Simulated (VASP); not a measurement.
Computed with PBE GGA, VASP's PBE PAW potentials (set 64) (plane waves; VASP 6.6.1).

VASP input:

**INCAR**
```
ALGO=Normal
EDIFF=1E-6
EDIFFG=-0.01
ENCUT=300
GGA=PE
IBRION=2
ISIF=3
ISMEAR=-1
LASPH=.TRUE.
LCHARG=.FALSE.
LMAXMIX=6
LREAL=.FALSE.
LWAVE=.FALSE.
NELM=100
NSW=50
PREC=Accurate
SIGMA=0.1
SYSTEM=IrRu
```

POSCAR:
```
IrRu
1.0
  4.2636560000   0.0000000000   0.0000000000
  0.0000000000   2.8224110000   0.0000000000
  0.0000000000   0.0000000000   4.3530550000
Ru Ir
2 2
Direct
  0.7500000000   0.5000000000   0.3125000000
  0.2500000000   0.5000000000   0.6875000000
  0.7500000000   0.0000000000   0.8125000000
  0.2500000000   0.0000000000   0.1875000000
```

File KPOINTS:
```
Automatic mesh
0
Gamma
5 7 5
0 0 0
```

POTCAR, in this order: Ru_pv Ir (PBE.64 set). Program: vasp_std.

The run wrote:

OSZICAR:
```
...
DAV:   2    -0.364310960426E+02    0.89427E-01   -0.61870E-01  2375   0.774E+00    0.150E+00
DAV:   3    -0.364063850864E+02    0.24711E-01   -0.30809E-01  2798   0.521E+00    0.118E+00
DAV:   4    -0.363821608908E+02    0.24224E-01   -0.10134E-01  2652   0.268E+00    0.220E-01
DAV:   5    -0.363822516299E+02   -0.90739E-04   -0.40322E-03  2187   0.499E-01    0.105E-01
DAV:   6    -0.363822830430E+02   -0.31413E-04   -0.40962E-04  2998   0.110E-01    0.513E-02
DAV:   7    -0.363822926130E+02   -0.95699E-05   -0.25180E-05  2440   0.409E-02    0.122E-02
DAV:   8    -0.363822925860E+02    0.26994E-07   -0.24151E-06  1418   0.138E-02
   6 F= -.36382293E+02 E0= -.36322693E+02  d E =-.286522E+00
       N       E                     dE             d eps       ncg     rms          rms(c)
DAV:   1    -0.364713389448E+02   -0.89046E-01   -0.23966E+01  1944   0.568E+01    0.378E+00
DAV:   2    -0.365520409872E+02   -0.80702E-01   -0.26827E+00  2389   0.159E+01    0.257E+00
DAV:   3    -0.364467781527E+02    0.10526E+00   -0.70918E-01  2811   0.811E+00    0.104E+00
DAV:   4    -0.364276009765E+02    0.19177E-01   -0.95149E-02  2431   0.256E+00    0.344E-01
DAV:   5    -0.364279197284E+02   -0.31875E-03   -0.37129E-03  2411   0.486E-01    0.169E-01
DAV:   6    -0.364280420729E+02   -0.12234E-03   -0.57765E-04  2631   0.151E-01    0.476E-02
DAV:   7    -0.364280672714E+02   -0.25198E-04   -0.57118E-05  2469   0.504E-02    0.181E-02
DAV:   8    -0.364280692684E+02   -0.19970E-05   -0.57872E-06  2153   0.184E-02    0.509E-03
DAV:   9    -0.364280686894E+02    0.57901E-06   -0.72724E-07  1074   0.782E-03
   7 F= -.36428069E+02 E0= -.36371142E+02  d E =-.457761E-01
       N       E                     dE             d eps       ncg     rms          rms(c)
DAV:   1    -0.364281399361E+02   -0.70668E-04   -0.17470E-02  1950   0.154E+00    0.980E-02
DAV:   2    -0.364282065619E+02   -0.66626E-04   -0.20104E-03  2368   0.442E-01    0.720E-02
DAV:   3    -0.364281225771E+02    0.83985E-04   -0.52610E-04  2760   0.220E-01    0.279E-02
DAV:   4    -0.364281089088E+02    0.13668E-04   -0.67358E-05  2336   0.684E-02    0.825E-03
DAV:   5    -0.364281083643E+02    0.54452E-06   -0.27298E-06  1462   0.138E-02
   8 F= -.36428108E+02 E0= -.36371143E+02  d E =-.458158E-01
       N       E                     dE             d eps       ncg     rms          rms(c)
DAV:   1    -0.367611205342E+02   -0.33301E+00   -0.25021E+01  1944   0.578E+01    0.548E+00
DAV:   2    -0.368218283420E+02   -0.60708E-01   -0.54800E+00  2479   0.227E+01    0.510E+00
DAV:   3    -0.364431771038E+02    0.37865E+00   -0.22583E+00  2786   0.137E+01    0.167E+00
DAV:   4    -0.364170649889E+02    0.26112E-01   -0.20209E-01  2264   0.356E+00    0.480E-01
DAV:   5    -0.364182733194E+02   -0.12083E-02   -0.83982E-03  2362   0.717E-01    0.229E-01
DAV:   6    -0.364187264525E+02   -0.45313E-03   -0.13036E-03  2235   0.247E-01    0.478E-02
DAV:   7    -0.364187458655E+02   -0.19413E-04   -0.17731E-04  2641   0.986E-02    0.292E-02
DAV:   8    -0.364187484231E+02   -0.25576E-05   -0.25512E-05  2238   0.392E-02    0.640E-03
DAV:   9    -0.364187482856E+02    0.13756E-06   -0.23327E-06  1418   0.145E-02
   9 F= -.36418748E+02 E0= -.36358656E+02  d E =0.936008E-02
       N       E                     dE             d eps       ncg     rms          rms(c)
DAV:   1    -0.365542469696E+02   -0.13550E+00   -0.81749E+00  1944   0.328E+01    0.353E+00
DAV:   2    -0.365432328495E+02    0.11014E-01   -0.16091E+00  2456   0.120E+01    0.241E+00
DAV:   3    -0.364516132913E+02    0.91620E-01   -0.68435E-01  2775   0.784E+00    0.950E-01
DAV:   4    -0.364383663230E+02    0.13247E-01   -0.76437E-02  2470   0.230E+00    0.243E-01
DAV:   5    -0.364389455155E+02   -0.57919E-03   -0.25792E-03  2284   0.383E-01    0.141E-01
DAV:   6    -0.364391050824E+02   -0.15957E-03   -0.40023E-04  2322   0.138E-01    0.293E-02
DAV:   7    -0.364391219135E+02   -0.16831E-04   -0.66207E-05  2510   0.550E-02    0.155E-02
DAV:   8    -0.364391217702E+02    0.14328E-06   -0.15046E-05  2209   0.302E-02    0.737E-03
DAV:   9    -0.364391211488E+02    0.62147E-06   -0.24101E-06  1206   0.137E-02
  10 F= -.36439121E+02 E0= -.36380975E+02  d E =-.110128E-01
       N       E                     dE             d eps       ncg     rms          rms(c)
DAV:   1    -0.364498386949E+02   -0.10717E-01   -0.10205E+00  1944   0.103E+01    0.722E-01
DAV:   2    -0.364440075818E+02    0.58311E-02   -0.61670E-02  2018   0.255E+00    0.362E-01
DAV:   3    -0.364430164933E+02    0.99109E-03   -0.20161E-02  2851   0.133E+00    0.365E-01
DAV:   4    -0.364407851402E+02    0.22314E-02   -0.10130E-02  2787   0.878E-01    0.734E-02
DAV:   5    -0.364407899538E+02   -0.48135E-05   -0.29716E-04  2188   0.146E-01    0.379E-02
DAV:   6    -0.364407927142E+02   -0.27605E-05   -0.38519E-05  2981   0.407E-02    0.111E-02
DAV:   7    -0.364407926902E+02    0.24037E-07   -0.49280E-06  2122   0.178E-02
  11 F= -.36440793E+02 E0= -.36383553E+02  d E =-.167154E-02
       N       E                     dE             d eps       ncg     rms          rms(c)
DAV:   1    -0.364414250989E+02   -0.63238E-03   -0.51037E-02  1944   0.231E+00    0.161E-01
DAV:   2    -0.364411331395E+02    0.29196E-03   -0.30928E-03  2029   0.573E-01    0.809E-02
DAV:   3    -0.364410812577E+02    0.51882E-04   -0.10031E-03  2841   0.296E-01    0.818E-02
DAV:   4    -0.364409698871E+02    0.11137E-03   -0.50710E-04  2773   0.197E-01    0.162E-02
DAV:   5    -0.364409695129E+02    0.37420E-06   -0.15130E-05  2202   0.332E-02    0.828E-03
DAV:   6    -0.364409692367E+02    0.27613E-06   -0.13255E-06  1173   0.903E-03
  12 F= -.36440969E+02 E0= -.36383547E+02  d E =-.184809E-02
       N       E                     dE             d eps       ncg     rms          rms(c)
DAV:   1    -0.364413594502E+02   -0.38994E-03   -0.29472E-02  1966   0.191E+00    0.154E-01
DAV:   2    -0.364412327340E+02    0.12672E-03   -0.32561E-03  2334   0.562E-01    0.102E-01
DAV:   3    -0.364410889814E+02    0.14375E-03   -0.12320E-03  2771   0.331E-01    0.587E-02
DAV:   4    -0.364410288161E+02    0.60165E-04   -0.26930E-04  2525   0.132E-01    0.130E-02
DAV:   5    -0.364410301758E+02   -0.13598E-05   -0.10987E-05  2295   0.261E-02    0.611E-03
DAV:   6    -0.364410307876E+02   -0.61180E-06   -0.82488E-07  1016   0.652E-03
  13 F= -.36441031E+02 E0= -.36383575E+02  d E =-.615509E-04
       N       E                     dE             d eps       ncg     rms          rms(c)
DAV:   1    -0.364410369032E+02   -0.67274E-05   -0.36791E-04  1966   0.213E-01    0.175E-02
DAV:   2    -0.364410354324E+02    0.14708E-05   -0.40893E-05  2331   0.628E-02    0.115E-02
DAV:   3    -0.364410334099E+02    0.20225E-05   -0.15657E-05  2617   0.373E-02    0.686E-03
DAV:   4    -0.364410324425E+02    0.96746E-06   -0.32029E-06  1402   0.153E-02
  14 F= -.36441032E+02 E0= -.36383580E+02  d E =-.632057E-04
       N       E                     dE             d eps       ncg     rms          rms(c)
DAV:   1    -0.364410331109E+02    0.29900E-06   -0.66196E-05  1950   0.911E-02    0.704E-03
DAV:   2    -0.364410328304E+02    0.28049E-06   -0.67197E-06  2131   0.252E-02
  15 F= -.36441033E+02 E0= -.36383574E+02  d E =-.635937E-04
       N       E                     dE             d eps       ncg     rms          rms(c)
DAV:   1    -0.364411358114E+02   -0.10270E-03   -0.10630E-02  1944   0.131E+00    0.110E-01
DAV:   2    -0.364411631517E+02   -0.27340E-04   -0.19261E-03  2445   0.429E-01    0.833E-02
DAV:   3    -0.364410509913E+02    0.11216E-03   -0.73469E-04  2732   0.256E-01    0.301E-02
DAV:   4    -0.364410380753E+02    0.12916E-04   -0.78902E-05  2336   0.730E-02    0.795E-03
DAV:   5    -0.364410376374E+02    0.43797E-06   -0.23968E-06  1453   0.131E-02
  16 F= -.36441038E+02 E0= -.36383489E+02  d E =-.480691E-05
```

**OUTCAR**
```
------------------------ aborting loop because EDIFF is reached ----------------------------------------
  FORCE on cell =-STRESS in cart. coord.  units (eV):
  Direction    XX          YY          ZZ          XY          YZ          ZX
  --------------------------------------------------------------------------------------
  Total       -0.0379048     -0.0175564     -0.0281363      0.0000000      0.0000000      0.0000000
  in kB       -1.0769379     -0.4988048     -0.7993977      0.0000000      0.0000000      0.0000000
  external PRESSURE =      -0.7917134 kB  Pullay stress =       0.0000000 kB
  volume of cell :       56.39
      direct lattice vectors                 reciprocal lattice vectors
     4.350916410  0.000000000  0.000000000     0.229836638  0.000000000 -0.000000000
     0.000000000  2.731457596  0.000000000     0.000000000  0.366104896  0.000000000
     0.000000000  0.000000000  4.745031588    -0.000000000  0.000000000  0.210746753
 POSITION                                       TOTAL-FORCE (eV/Angst)
 -----------------------------------------------------------------------------------
      3.26319      1.36573      1.59119        -0.000000     -0.000000     -0.000133
      1.08773      1.36573      3.15385         0.000000     -0.000000      0.000133
      3.26319      0.00000      3.95113         0.000000     -0.000000      0.004015
      1.08773      0.00000      0.79390        -0.000000      0.000000     -0.004015
 -----------------------------------------------------------------------------------
    total drift:                                0.000000     -0.000000      0.000000
  FREE ENERGIE OF THE ION-ELECTRON SYSTEM (eV)
  ---------------------------------------------------
  free  energy   TOTEN  =       -36.4410376374 eV

  energy  without entropy=      -36.3259398257  energy(sigma->0) =      -36.38348873

 reached required accuracy - stopping structural energy minimisation
```
(Selected blocks of OUTCAR.)

**CONTCAR**
```
IrRu
   1.00000000000000
     4.3509164100513642    0.0000000000000000    0.0000000000000000
     0.0000000000000000    2.7314575957642129    0.0000000000000000
     0.0000000000000000    0.0000000000000000    4.7450315881163174
  Ru              Ir
     2     2
Direct
     0.7500000000000000    0.5000000000000000    0.3353371570437610
     0.2500000000000000    0.5000000000000000    0.6646628429562390
     0.7500000000000000    0.0000000000000000    0.8326874783063881
     0.2500000000000000    0.0000000000000000    0.1673125216936118
```

At this cut-off the stress carries a Pulay error, which pulls relaxed volumes low. Energy and stress use the plane-wave basis of the starting cell.

The structure was generated: IrRu was put into an ordered model structure, which need not be its known phase. This run relaxes it. Symmetry was kept, so distortions that lower it aren't found. The k-mesh is coarse (spacing up to 0.33 per Å, 2π included), so the numbers may not be converged in it. The run is one of a series of settings (EDIFFG = -0.01, IBRION = 2, ISIF = 3, NSW = 50 against the base run), some of them coarse on purpose. VASP warned that the highest band is occupied, so more bands are needed.
